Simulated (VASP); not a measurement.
The system is TiTe2.

```
CELL_PARAMETERS angstrom
3.77700 0.00000 0.00000
-1.88850 3.27098 0.00000
0.00000 0.00000 6.49800
ATOMIC_POSITIONS crystal
Ti 0.00000 0.00000 0.00000
Te 0.66667 0.33333 0.26280
Te 0.33333 0.66667 0.73720
```

Program: VASP 6.6.1. Alike in all runs: task single point; cell as given; k mesh 9 × 9 × 5; cutoff (eV) 520; smearing fermi-dirac 0.05 eV.

Question: Order these runs on this cell by their pressure, lowest first.
A. level r2SCAN; potentials or basis VASP PAW PBE potentials, release 64 (Ti_sv, Te); spin off
B. level LDA; potentials or basis VASP PAW LDA potentials, release 64 (Ti_sv, Te); spin off
C. level PBEsol; potentials or basis VASP PAW PBE potentials, release 64 (Ti_sv, Te); spin SOC, no magnetisation

Answer: B (-4.0 GPa), C (-2.1 GPa), A (1.1 GPa).

Caveats: the PAW data sets were made with another functional, which shifts forces and pressure a little (some runs); this functional lacks dispersion, which binds the layers, so the pressure and a relaxed spacing across them are unreliable (some runs).
